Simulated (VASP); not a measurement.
Output of a VASP run:

OSZICAR:
```
       N       E                     dE             d eps       ncg     rms          rms(c)
DAV:   1     0.133263217072E+03    0.13326E+03   -0.83609E+03   754   0.121E+03
DAV:   2     0.305129098568E+02   -0.10275E+03   -0.99179E+02   839   0.277E+02
DAV:   3     0.265151771645E+02   -0.39977E+01   -0.39889E+01   924   0.579E+01
DAV:   4     0.264802168323E+02   -0.34960E-01   -0.34957E-01  1017   0.482E+00
DAV:   5     0.264801149700E+02   -0.10186E-03   -0.10186E-03   899   0.241E-01    0.575E+00
DAV:   6     0.323322318741E+02    0.58521E+01   -0.41594E+00   754   0.299E+01    0.545E+00
DAV:   7     0.312483597609E+02   -0.10839E+01   -0.14016E+00   754   0.163E+01    0.338E+00
DAV:   8     0.313260865311E+02    0.77727E-01   -0.59726E-01   754   0.741E+00    0.118E+00
DAV:   9     0.312628982924E+02   -0.63188E-01   -0.28411E-01   754   0.585E+00    0.721E-01
DAV:  10     0.312650543039E+02    0.21560E-02   -0.40064E-03   909   0.700E-01    0.625E-01
DAV:  11     0.313080847125E+02    0.43030E-01   -0.23120E-02   754   0.156E+00    0.367E-01
DAV:  12     0.312618023300E+02   -0.46282E-01   -0.14169E-02   754   0.140E+00    0.852E-02
DAV:  13     0.312618389859E+02    0.36656E-04   -0.27493E-04   854   0.226E-01    0.638E-02
DAV:  14     0.312615990784E+02   -0.23991E-03   -0.51443E-05   774   0.765E-02    0.410E-02
DAV:  15     0.312616118195E+02    0.12741E-04   -0.12002E-04   769   0.906E-02    0.203E-02
DAV:  16     0.312615364275E+02   -0.75392E-04   -0.40898E-05   784   0.730E-02    0.913E-03
DAV:  17     0.312615500851E+02    0.13658E-04   -0.14408E-05   779   0.405E-02    0.705E-03
DAV:  18     0.312615289479E+02   -0.21137E-04   -0.95165E-06   784   0.327E-02    0.412E-03
DAV:  19     0.312615283895E+02   -0.55835E-06   -0.32837E-07   889   0.719E-03    0.240E-03
DAV:  20     0.312615283972E+02    0.76730E-08   -0.51238E-08   542   0.323E-03
   1 F= 0.31261528E+02 E0= 0.31261528E+02  d E =0.000000E+00
       N       E                     dE             ncg
       N       E                     dE             ncg
       N       E                     dE             ncg
```

File OUTCAR:
```
------------------------ aborting loop because EDIFF is reached ----------------------------------------
  FORCE on cell =-STRESS in cart. coord.  units (eV):
  Direction    XX          YY          ZZ          XY          YZ          ZX
  --------------------------------------------------------------------------------------
  Total       -0.0035748     -0.0035748     -0.0035748      0.0000000      0.0000000      0.0000000
  in kB       -0.0811714     -0.0811714     -0.0811714      0.0000000      0.0000000      0.0000000
  external PRESSURE =      -0.0811714 kB  Pullay stress =       0.0000000 kB
  volume of cell :       70.56
      direct lattice vectors                 reciprocal lattice vectors
     0.000000000  3.279770109  3.279770109    -0.152449709  0.152449709  0.152449709
     3.279770109  0.000000000  3.279770109     0.152449709 -0.152449709  0.152449709
     3.279770109  3.279770109  0.000000000     0.152449709  0.152449709 -0.152449709
  FREE ENERGIE OF THE ION-ELECTRON SYSTEM (eV)
  ---------------------------------------------------
  free  energy   TOTEN  =        31.2615283972 eV

  energy  without entropy=       31.2615283972  energy(sigma->0) =       31.26152840

 total charge

# of ion       s       p       d       tot
------------------------------------------
    1        0.450   0.290   9.512  10.252
    2        1.338   2.060   0.019   3.416
--------------------------------------------------
tot          1.787   2.350   9.531  13.668
```
(Selected blocks of OUTCAR.)

File POSCAR:
```
CdTe
1
    0.0000000000     3.2797701086     3.2797701086
    3.2797701086     0.0000000000     3.2797701086
    3.2797701086     3.2797701086     0.0000000000
Cd Te
1 1
Direct
  0.0000000000   0.0000000000   0.0000000000
  0.2500000000   0.2500000000   0.2500000000
```

Task: Write an INCAR and KPOINTS that could have produced this output.

Result: One answer among several that fit: the input of the run itself, revTPSS meta-GGA, plane waves, VASP's PBE PAW potentials (set 64).

**KPOINTS_OPT**
```
k-points along high-symmetry lines
10
Line-mode
Reciprocal
  0.000000   0.000000   0.000000 ! GAMMA
 -0.500000  -0.500000   0.000000 ! X

 -0.500000  -0.500000   0.000000 ! X
 -0.375000  -0.375000   0.250000 ! U

 -0.375000  -0.000000   0.375000 ! K
  0.000000   0.000000   0.000000 ! GAMMA

  0.000000   0.000000   0.000000 ! GAMMA
  0.000000   0.000000   0.500000 ! L

  0.000000   0.000000   0.500000 ! L
 -0.500000  -0.250000   0.250000 ! W

 -0.500000  -0.250000   0.250000 ! W
 -0.500000  -0.500000   0.000000 ! X
```

### INCAR
```
SYSTEM = CdTe
PREC = Accurate; ENCUT = 520; LREAL = .False.
LASPH = .True.
EDIFF = 1E-7; NELM = 100; ALGO = Normal
LMAXMIX = 4; LMIXTAU = .True.
ISMEAR = -5
METAGGA = RTPSS
ISIF = 2
LWAVE = .False.; LCHARG = .False.; LORBIT = 11
NEDOS = 601
```

**KPOINTS**
```
Automatic mesh
0
Gamma
8 8 8
0 0 0
```

POTCAR, in this order: Cd Te (PBE.64 set). Program: vasp_std.

The compound is CdTe in the zinc blende structure. It was relaxed first.
